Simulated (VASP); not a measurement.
# SnSe: cell size against the level of theory, part 2 of 4

Aim: relax SnSe with several functionals and dispersion schemes, and compare the cells. The start is a computed cell from the Materials Project.

VASP 6.6.1, plane waves and PAW; the level of theory is named at each step.

So far. Step 2 (Relaxation with LDA): It ends with a largest force of 0.008 eV/Å and a pressure of 0.01 GPa. The conventional cell has a = 11.346, b = 4.109 and c = 4.342 Å.

## (3) Relaxation with PBE

This step: PBE; plane waves and PAW (Sn_d, Se) (VASP 6.6.1).

PBE, the usual starting point, adds the gradient of the density.

Contents of INCAR:

```
SYSTEM = SnSe
PREC = Accurate
ENCUT = 520
EDIFF = 1E-06
NELM = 100
ISMEAR = -1
SIGMA = 0.05
LREAL = .FALSE.
ALGO = Normal
GGA = PE
NBANDS = 49
LORBIT = 11
LWAVE = .FALSE.
LCHARG = .FALSE.
KPAR = 4
NCORE = 2
IBRION = 2
NSW = 60
ISIF = 3
EDIFFG = -0.01
```

Contents of POSCAR:

```
SnSe
1.0
   11.6644585000      0.0000000000      0.0000000000
    0.0000000000      4.1262509500      0.0000000000
    0.0000000000      0.0000000000      4.7009074500
Sn Se
4 4
Direct
    0.6187868500      0.7500000000      0.3765543000
    0.8812131500      0.2500000000      0.8765543000
    0.3812131500      0.2500000000      0.6234457000
    0.1187868500      0.7500000000      0.1234457000
    0.1485530300      0.2500000000      0.5091818000
    0.6485530300      0.2500000000      0.9908182000
    0.3514469700      0.7500000000      0.0091818000
    0.8514469700      0.7500000000      0.4908182000
```

Contents of KPOINTS:

```
Automatic mesh
0
Gamma
2 6 5
0 0 0
```

The projector-augmented-wave data sets are Sn_d and Se (PBE family, release 64).

Started as:

```bash
$ mpirun -np 8 vasp_std
```

Numbers of over 12 decimals in the logs are rounded to 6 here.

Log:

```text
[banner, memory and clock lines left out]
running    8 mpi-ranks, on    1 nodes
 distrk:  each k-point on    2 cores,    4 groups
 distr:  one band on    2 cores,    1 groups

 POSCAR found type information on POSCAR SnSe
 POSCAR found :  2 types and       8 ions
 LDA part: xc-table for (Slater+PW92), standard interpolation
 POSCAR, INCAR and KPOINTS ok, starting setup
 FFT: planning ... GRIDC
 FFT: planning ... GRID_SOFT
 FFT: planning ... GRID
 WAVECAR not read
 entering main loop
       N       E                     dE             d eps       ncg     rms          rms(c)
DAV:   1     0.871103739055E+03    0.87110E+03   -0.36800E+04  2522   0.206E+03
DAV:   2     0.117991462261E+03   -0.75311E+03   -0.73010E+03  2360   0.599E+02
DAV:   3    -0.235997698998E+02   -0.14159E+03   -0.13544E+03  2819   0.205E+02
DAV:   4    -0.332623513877E+02   -0.96626E+01   -0.95251E+01  2770   0.542E+01
DAV:   5    -0.335857374990E+02   -0.32339E+00   -0.32260E+00  2745   0.107E+01    0.644E+00
DAV:   6    -0.328241116044E+02    0.76163E+00   -0.14075E+00  3257   0.580E+00    0.402E+00
DAV:   7    -0.328193196281E+02    0.47920E-02   -0.60232E-01  3065   0.267E+00    0.157E+00
DAV:   8    -0.328172720753E+02    0.20476E-02   -0.58032E-02  3080   0.155E+00    0.352E-01
DAV:   9    -0.328176554499E+02   -0.38337E-03   -0.87641E-03  2948   0.611E-01    0.116E-01
DAV:  10    -0.328178131372E+02   -0.15769E-03   -0.96295E-04  2870   0.152E-01    0.598E-02
DAV:  11    -0.328178969002E+02   -0.83763E-04   -0.26626E-04  3175   0.884E-02    0.208E-02
DAV:  12    -0.328178834740E+02    0.13426E-04   -0.39181E-05  2962   0.333E-02    0.697E-03
DAV:  13    -0.328178847502E+02   -0.12762E-05   -0.68608E-06  2218   0.107E-02    0.193E-03
DAV:  14    -0.328178847963E+02   -0.46111E-07   -0.42556E-07  1533   0.524E-03
   1 F= -.32817885E+02 E0= -.32817872E+02  d E =-.328179E+02
 curvature:   0.00 expect dE= 0.000E+00 dE for cont linesearch  0.000E+00
 trial: gam= 0.00000 g(F)=  0.168E-01 g(S)=  0.492E-01 ort = 0.000E+00 (trialstep = 0.100E+01)
 search vector abs. value=  0.660E-01
 bond charge predicted
       N       E                     dE             d eps       ncg     rms          rms(c)
DAV:   1    -0.333681108714E+02   -0.55023E+00   -0.15859E+01  3098   0.373E+01    0.436E+00
DAV:   2    -0.329455388578E+02    0.42257E+00   -0.12347E+00  2872   0.986E+00    0.184E+00
DAV:   3    -0.328435769400E+02    0.10196E+00   -0.39094E-01  3048   0.510E+00    0.442E-01
DAV:   4    -0.328389918074E+02    0.45851E-02   -0.20060E-02  2926   0.872E-01    0.211E-01
DAV:   5    -0.328379318033E+02    0.10600E-02   -0.23116E-03  2971   0.285E-01    0.911E-02
DAV:   6    -0.328378524257E+02    0.79378E-04   -0.42333E-04  3259   0.145E-01    0.420E-02
DAV:   7    -0.328378273874E+02    0.25038E-04   -0.55090E-05  2976   0.483E-02    0.100E-02
DAV:   8    -0.328378286444E+02   -0.12570E-05   -0.11337E-05  2938   0.221E-02    0.407E-03
DAV:   9    -0.328378301916E+02   -0.15472E-05   -0.72454E-07  1419   0.469E-03    0.159E-03
DAV:  10    -0.328378305844E+02   -0.39278E-06   -0.31245E-07  1323   0.465E-03
   2 F= -.32837831E+02 E0= -.32837817E+02  d E =-.199458E-01
[... from here on, the cycles between the ionic steps are left out ...]
   3 F= -.32841250E+02 E0= -.32841237E+02  d E =-.233653E-01
   4 F= -.32843031E+02 E0= -.32843018E+02  d E =-.178110E-02
   5 F= -.32847571E+02 E0= -.32847557E+02  d E =-.632127E-02
   6 F= -.32853078E+02 E0= -.32853060E+02  d E =-.118276E-01
   7 F= -.32847630E+02 E0= -.32847600E+02  d E =-.637964E-02
   8 F= -.32853807E+02 E0= -.32853787E+02  d E =-.125572E-01
   9 F= -.32854190E+02 E0= -.32854160E+02  d E =-.382497E-03
  10 F= -.32854781E+02 E0= -.32854757E+02  d E =-.974158E-03
  11 F= -.32856088E+02 E0= -.32856057E+02  d E =-.130652E-02
  12 F= -.32856309E+02 E0= -.32856274E+02  d E =-.152804E-02
  13 F= -.32856976E+02 E0= -.32856941E+02  d E =-.666595E-03
  14 F= -.32856988E+02 E0= -.32856953E+02  d E =-.678657E-03
  15 F= -.32857530E+02 E0= -.32857498E+02  d E =-.542288E-03
 trial-energy change:   -0.000542  1 .order   -0.000524   -0.000662   -0.000386
 step:   3.4623(harm=  4.5938)  dis= 0.00824  next Energy=   -32.857696 (dE=-0.708E-03)
 bond charge predicted
       N       E                     dE             d eps       ncg     rms          rms(c)
DAV:   1    -0.328594416169E+02   -0.19105E-02   -0.34115E-01  3137   0.269E+00    0.258E-01
DAV:   2    -0.328583705397E+02    0.10711E-02   -0.81231E-03  3215   0.829E-01    0.138E-01
DAV:   3    -0.328577523042E+02    0.61824E-03   -0.15224E-03  3041   0.341E-01    0.397E-02
DAV:   4    -0.328577481217E+02    0.41825E-05   -0.42219E-04  2690   0.150E-01    0.167E-02
DAV:   5    -0.328577435548E+02    0.45670E-05   -0.20755E-05  2785   0.289E-02    0.807E-03
DAV:   6    -0.328577429054E+02    0.64941E-06   -0.44743E-06  2182   0.133E-02
  16 F= -.32857743E+02 E0= -.32857712E+02  d E =-.754829E-03
 curvature:  -3.91 expect dE=-0.910E-04 dE for cont linesearch -0.309E-04
 trial: gam=-0.07131 g(F)=  0.973E-05 g(S)=  0.135E-04 ort = 0.752E-04 (trialstep = 0.223E+01)
 search vector abs. value=  0.162E-04
 reached required accuracy - stopping structural energy minimisation
```

It took 3.5 min on 8 MPI ranks of Intel Xeon 6975P-C (Granite Rapids), shared host; peak memory 2.4 GiB.

Parts of OUTCAR (step 3):

```text
 Found     24 irreducible k-points:

   NELECT =      80.0000    total number of electrons

 E-fermi :   5.0565

 k-point     1 :       0.0000    0.0000    0.0000
  band No.  band energies     occupation
    ...
     36       3.0208      2.00000
     37       3.2997      2.00000
     38       3.6414      2.00000
     39       4.1465      2.00000
     40       4.3479      2.00000
     41       5.5620      0.00008
     42       7.5287      0.00000
     43       7.7109      0.00000
     44       7.7504      0.00000
     45       7.9728      0.00000
    ...

 k-point     2 :       0.5000    0.0000    0.0000
  band No.  band energies     occupation
    ...
     36       2.8524      2.00000
     37       3.0727      2.00000
     38       3.0727      2.00000
     39       4.2945      2.00000
     40       4.2945      2.00000
     41       7.2319      0.00000
     42       7.2319      0.00000
     43       7.4242      0.00000
     44       7.4242      0.00000
     45       8.4581      0.00000
    ...

  Total        0.0228332      0.0330560      0.0251540      0.0000000     -0.0000000      0.0000000
  in kB        0.1610106      0.2330976      0.1773756      0.0000000     -0.0000000      0.0000000
  external PRESSURE =       0.1904946 kB  Pullay stress =       0.0000000 kB

  energy-cutoff  :      520.00
  volume of cell :      227.21
      direct lattice vectors                 reciprocal lattice vectors
    11.819742735  0.000000000  0.000000000     0.084604210  0.000000000  0.000000000
     0.000000000  4.202759728  0.000000000     0.000000000  0.237938894 -0.000000000
     0.000000000  0.000000000  4.573841770     0.000000000 -0.000000000  0.218634586

 POSITION                                       TOTAL-FORCE (eV/Angst)
 -----------------------------------------------------------------------------------
      7.34061      3.15207      1.75765         0.005783     -0.000000     -0.001583
     10.38901      1.05069      4.04457        -0.005783     -0.000000     -0.001583
      4.47914      1.05069      2.81619        -0.005783      0.000000      0.001583
      1.43074      3.15207      0.52927         0.005783      0.000000      0.001583
      1.72512      1.05069      2.38786        -0.000676     -0.000000     -0.003748
      7.63499      1.05069      4.47291        -0.000676      0.000000      0.003748
      4.18475      3.15207      0.10094         0.000676     -0.000000     -0.003748
     10.09462      3.15207      2.18599         0.000676      0.000000      0.003748
 -----------------------------------------------------------------------------------
    total drift:                               -0.000000      0.000000     -0.000000

  FREE ENERGIE OF THE ION-ELECTRON SYSTEM (eV)
  ---------------------------------------------------
  free  energy   TOTEN  =       -32.8577429054 eV

  energy  without entropy=      -32.8576819083  energy(sigma->0) =      -32.85771241

 total charge
# of ion       s       p       d       tot
------------------------------------------
    1        1.350   0.728   9.987  12.065
    2        1.350   0.728   9.987  12.065
    3        1.350   0.728   9.987  12.065
    4        1.350   0.728   9.987  12.065
    5        1.471   2.316   0.022   3.808
    6        1.471   2.316   0.022   3.808
    7        1.471   2.316   0.022   3.808
    8        1.471   2.316   0.022   3.808
--------------------------------------------------
tot         11.286  12.174  40.033  63.492

[... 9 parts as in an earlier step ...]

[... 5 further parts left out ...]
```

CONTCAR:

```
SnSe
   1.00000000000000
    11.8197427350696902    0.0000000000000000    0.0000000000000000
     0.0000000000000000    4.2027597279491502    0.0000000000000000
     0.0000000000000000    0.0000000000000001    4.5738417695450915
  Sn              Se
     4     4
Direct
     0.6210462097583850    0.7500000000000000    0.3842835350075606
     0.8789537902416150    0.2500000000000000    0.8842835350075605
     0.3789537902416150    0.2500000000000000    0.6157164649924395
     0.1210462097583849    0.7500000000000000    0.1157164649924395
     0.1459523508860288    0.2500000000000000    0.5220680431278036
     0.6459523508860289    0.2500000000000000    0.9779319568721964
     0.3540476491139712    0.7500000000000000    0.0220680431278037
     0.8540476491139711    0.7500000000000000    0.4779319568721963
```

The bonds form layers, held to each other by dispersion, which PBE lacks, so the spacing between them is unreliable.

Step by step:

| step | energy less that of the first step (eV) | largest force (eV/Å) | pressure (GPa) | volume (Å³) |
| --- | --- | --- | --- | --- |
| 1 | 0.0000 | 0.2109 | 1.15 | 226.26 |
| 2 | -0.0199 | 0.0704 | -0.54 | 232.99 |
| 3 | -0.0234 | 0.0612 | -0.09 | 231.08 |
| 4 | -0.0251 | 0.0584 | -0.08 | 230.76 |
| 5 | -0.0297 | 0.0500 | -0.07 | 229.77 |
| 6 | -0.0352 | 0.0345 | 0.01 | 227.78 |
| 7 | -0.0297 | 0.0355 | 0.26 | 223.73 |
| 8 | -0.0359 | 0.0293 | 0.09 | 226.70 |
| 9 | -0.0363 | 0.0739 | -0.25 | 227.68 |
| 10 | -0.0369 | 0.0487 | -0.12 | 227.25 |
| 11 | -0.0382 | 0.0389 | -0.02 | 226.64 |
| 12 | -0.0384 | 0.0328 | 0.07 | 226.24 |
| 13 | -0.0391 | 0.0234 | 0.03 | 226.55 |
| 14 | -0.0391 | 0.0232 | 0.02 | 226.60 |
| 15 | -0.0396 | 0.0131 | 0.03 | 226.93 |
| 16 | -0.0399 | 0.0060 | 0.02 | 227.21 |

| conventional cell, symmetrised | before | after | change |
| --- | --- | --- | --- |
| a (Å) | 11.664 | 11.820 | +1.3 % |
| b (Å) | 4.126 | 4.203 | +1.9 % |
| c (Å) | 4.701 | 4.574 | -2.7 % |
| volume (Å³/atom) | 28.28 | 28.40 | +0.4 % |

The atoms that moved most (Å, as changes of fractional coordinates times the final cell):

| atom | dx | dy | dz | length |
| --- | --- | --- | --- | --- |
| Se8 | 0.031 | 0.000 | -0.059 | 0.066 |
| Se7 | 0.031 | 0.000 | 0.059 | 0.066 |
| Se6 | -0.031 | 0.000 | -0.059 | 0.066 |
| Se5 | -0.031 | 0.000 | 0.059 | 0.066 |
| Sn1 | 0.027 | 0.000 | 0.035 | 0.044 |
| Sn2 | -0.027 | 0.000 | 0.035 | 0.044 |
| Sn4 | 0.027 | 0.000 | -0.035 | 0.044 |
| Sn3 | -0.027 | 0.000 | -0.035 | 0.044 |

The relaxed structure:

```
Sn Se
1.0
    11.81974    0.00000    0.00000
     0.00000    4.20276    0.00000
     0.00000    0.00000    4.57384
Sn Se
4 4
Cartesian
  7.3406 3.1521 1.7577
  10.3890 1.0507 4.0446
  4.4791 1.0507 2.8162
  1.4307 3.1521 0.5293
  1.7251 1.0507 2.3879
  7.6350 1.0507 4.4729
  4.1848 3.1521 0.1009
  10.0946 3.1521 2.1860
```

Numbers from this step:

```yaml
free_energy_toten: -32.86 eV
fermi_energy: 5.056 eV
pressure: 0.01905 GPa
scf_cycles_over_all_ionic_steps: 123
gap_on_the_k_mesh: 0.7103 eV
least_direct_gap_on_the_k_mesh: 0.8897 eV
```

It ends at 28.40 Å³/atom, +0.4 % from the start, with 0.02 GPa left. The conventional cell has a = 11.820, b = 4.203 and c = 4.574 Å.

## (4) Relaxation with r2SCAN

This step: r2SCAN; plane waves and PAW (Sn_d, Se) (VASP 6.6.1).

r2SCAN adds the kinetic-energy density, costs more than a GGA and is run with LASPH.

Changes to INCAR since step 3:

```diff
@@ -9,3 +9,4 @@
 ALGO = Normal
-GGA = PE
+METAGGA = R2SCAN
+LASPH = .TRUE.
 NBANDS = 49
```

POSCAR is that of step 3.

KPOINTS is that of step 3.

Started as:

```bash
$ mpirun -np 8 vasp_std
```

Log:

```text
[banner, memory and clock lines left out]
running    8 mpi-ranks, on    1 nodes
[...]
[... a notice as in an earlier step ...]

 LDA part: xc-table for (None), standard interpolation
 POSCAR, INCAR and KPOINTS ok, starting setup
[...]
entering main loop
       N       E                     dE             d eps       ncg     rms          rms(c)
DAV:   1     0.753481206696E+03    0.75348E+03   -0.37747E+04  2521   0.211E+03
DAV:   2    -0.165908782761E+02   -0.77007E+03   -0.74630E+03  2360   0.611E+02
DAV:   3    -0.162699885510E+03   -0.14611E+03   -0.13975E+03  2780   0.211E+02
DAV:   4    -0.172943242757E+03   -0.10243E+02   -0.10078E+02  2766   0.564E+01
[...]
DAV:  12    -0.159826491397E+03   -0.47159E-05   -0.55431E-05  3259   0.506E-02    0.119E-02
DAV:  13    -0.159826493601E+03   -0.22036E-05   -0.18536E-05  2646   0.247E-02    0.321E-03
DAV:  14    -0.159826493024E+03    0.57649E-06   -0.12769E-06  1637   0.805E-03
   1 F= -.15982649E+03 E0= -.15982649E+03  d E =-.159826E+03
[... from here on, the cycles between the ionic steps are left out ...]
   2 F= -.15982666E+03 E0= -.15982666E+03  d E =-.163082E-03
   3 F= -.15982674E+03 E0= -.15982674E+03  d E =-.244359E-03
   4 F= -.15982683E+03 E0= -.15982683E+03  d E =-.951204E-04
   5 F= -.15982708E+03 E0= -.15982708E+03  d E =-.341890E-03
   6 F= -.15982740E+03 E0= -.15982740E+03  d E =-.658793E-03
   7 F= -.15982732E+03 E0= -.15982732E+03  d E =-.579185E-03
   8 F= -.15982748E+03 E0= -.15982748E+03  d E =-.743363E-03
   9 F= -.15982748E+03 E0= -.15982748E+03  d E =-.742158E-03
  10 F= -.15982748E+03 E0= -.15982748E+03  d E =-.743470E-03
  11 F= -.15982752E+03 E0= -.15982752E+03  d E =-.409376E-04
 trial-energy change:   -0.000041  1 .order   -0.000049   -0.000075   -0.000024
 step:   1.3241(harm=  1.3241)  dis= 0.00162  next Energy=  -159.827535 (dE=-0.546E-04)
 reached required accuracy - stopping structural energy minimisation
```

Elapsed: 5.5 min, on 8 MPI ranks; peak memory 2.6 GiB.

OUTCAR, selected parts (step 4):

```text
  Total        0.0164315      0.0371837     -0.0370187      0.0000000      0.0000000      0.0000000
  in kB        0.1160044      0.2625130     -0.2613480      0.0000000      0.0000000      0.0000000
  external PRESSURE =       0.0390565 kB  Pullay stress =       0.0000000 kB

 POSITION                                       TOTAL-FORCE (eV/Angst)
 -----------------------------------------------------------------------------------
      7.25795      3.09131      1.77357         0.000869      0.000000      0.001760
     10.29800      1.03044      4.12574        -0.000869      0.000000      0.001760
      4.44602      1.03044      2.93075        -0.000869     -0.000000     -0.001760
      1.40596      3.09131      0.57859         0.000869     -0.000000     -0.001760
      1.73672      1.03044      2.39896        -0.001273      0.000000      0.000868
      7.58870      1.03044      4.65752        -0.001273     -0.000000     -0.000868
      4.11526      3.09131      0.04680         0.001273      0.000000      0.000868
      9.96725      3.09131      2.30536         0.001273     -0.000000     -0.000868
 -----------------------------------------------------------------------------------
    total drift:                               -0.000000      0.000000     -0.000000

  FREE ENERGIE OF THE ION-ELECTRON SYSTEM (eV)
  ---------------------------------------------------
  free  energy   TOTEN  =      -159.8275217900 eV

  energy  without entropy=     -159.8275196961  energy(sigma->0) =     -159.82752074

[... 2 parts as in an earlier step ...]

[... 2 further parts left out ...]
[key lines of the parts left out:]
E-fermi :   5.0528
```

The bonds form layers, held to each other by dispersion, which r2SCAN holds only at short range, so the spacing between them may come out too wide. The PAW data sets were made with PBE, which is usual practice but a small mismatch for other functionals.

Step by step:

| step | energy less that of the first step (eV) | largest force (eV/Å) | pressure (GPa) | volume (Å³) |
| --- | --- | --- | --- | --- |
| 1 | 0.0000 | 0.0306 | -0.02 | 226.26 |
| 2 | -0.0002 | 0.0216 | 0.03 | 226.13 |
| 3 | -0.0002 | 0.0149 | 0.09 | 225.97 |
| 4 | -0.0003 | 0.0138 | 0.09 | 226.04 |
| 5 | -0.0006 | 0.0107 | 0.07 | 226.24 |
| 6 | -0.0009 | 0.0057 | 0.03 | 226.65 |
| 7 | -0.0008 | 0.0116 | -0.08 | 227.46 |
| 8 | -0.0010 | 0.0059 | -0.04 | 227.01 |
| 9 | -0.0010 | 0.0055 | -0.02 | 226.95 |
| 10 | -0.0010 | 0.0059 | -0.02 | 226.97 |
| 11 | -0.0010 | 0.0020 | 0.00 | 226.94 |

| conventional cell, symmetrised | before | after | change |
| --- | --- | --- | --- |
| a (Å) | 11.664 | 11.704 | +0.3 % |
| b (Å) | 4.126 | 4.122 | -0.1 % |
| c (Å) | 4.701 | 4.704 | +0.1 % |
| volume (Å³/atom) | 28.28 | 28.37 | +0.3 % |

The atoms that moved most (Å, as changes of fractional coordinates times the final cell):

| atom | dx | dy | dz | length |
| --- | --- | --- | --- | --- |
| Sn4 | 0.016 | 0.000 | -0.002 | 0.016 |
| Sn2 | -0.016 | 0.000 | 0.002 | 0.016 |
| Sn3 | -0.016 | 0.000 | -0.002 | 0.016 |
| Sn1 | 0.016 | 0.000 | 0.002 | 0.016 |

Final coordinates:

```xyz
8
Lattice="11.7040 0.0000 0.0000 0.0000 4.1218 0.0000 0.0000 0.0000 4.7043" Properties=species:S:1:pos:R:3 pbc="T T T"
Sn    7.2579    3.0913    1.7736
Sn   10.2980    1.0304    4.1257
Sn    4.4460    1.0304    2.9307
Sn    1.4060    3.0913    0.5786
Se    1.7367    1.0304    2.3990
Se    7.5887    1.0304    4.6575
Se    4.1153    3.0913    0.0468
Se    9.9672    3.0913    2.3054
```

It ends at 28.37 Å³/atom, +0.3 % from the start, with 0.00 GPa left. The conventional cell has a = 11.704, b = 4.122 and c = 4.704 Å.

(Part 2 of 4 ends here.)

[Lines on the potential files, build, host, timing and source positions are cut from VASP's logs without a mark.]

[Logs are printed without paths, hosts, clocks, repeated set-up lines and the standing remarks that a program may print on its own settings, such as how far it seeks lower states.]

[Hosts, paths, dates, database ids (printed as entryN), source tags and the programs' standing remarks are cut or masked in the printed files.]

[Measured values are set beside computed ones only where the two were judged alike; some that the calculation misses by far are left out.]

[In band tables of VASP the shares of atoms and orbitals are scaled to a sum of 1 inside the atoms' spheres.]
